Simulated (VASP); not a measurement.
Here is the system:

```xyz
16
Lattice="-5.0993 5.0993 2.5524 5.0993 -5.0993 2.5524 5.0993 5.0993 -2.5524" Properties=species:S:1:pos:R:3 pbc="T T T"
Nb     4.2629     4.1243    -1.2134
Nb     4.1243     5.9357     1.2134
Nb     0.8364     0.9750     1.3390
Nb     0.9750    -0.8364     3.7658
Nb     1.4659     4.9757     0.0767
Nb    -0.1236     3.6334     2.4757
Nb     3.6334     0.1236     2.6291
Nb     5.2229     1.4659    -0.0767
Nb     3.1111     2.8905     1.2523
Nb     2.8905     7.0874    -1.2523
Nb     1.9881     2.2088     3.8047
Nb     2.2088    -1.9881     1.3001
Si     2.1289     4.8586     2.6394
Si     4.8586    -2.1289     2.4653
Si     2.9704     0.2407     0.0870
Si     0.2407     7.2281    -0.0870
```

Computed with PBEsol GGA, VASP's PBE PAW potentials (set 64) (plane waves; VASP 6.6.1). Numerical set-up: LREAL = Auto, 400 eV cut-off, 8×8×8 Γ-centred mesh, tetrahedra with Blöchl corrections, potentials Nb_sv Si.

What does the run give for the energy per atom (σ→0), band gap (on the k-mesh) with the smallest direct gap where there is one?

```json
{
  "band gap (on the k-mesh)": "none (metal, semimetal or under 0.01 eV)",
  "energy per atom (σ→0)": "-10.084 eV/atom"
}
```

The structure comes from a computed database's Nb3Si entry (I-4); how it stands against other phases isn't given here. It was relaxed first.
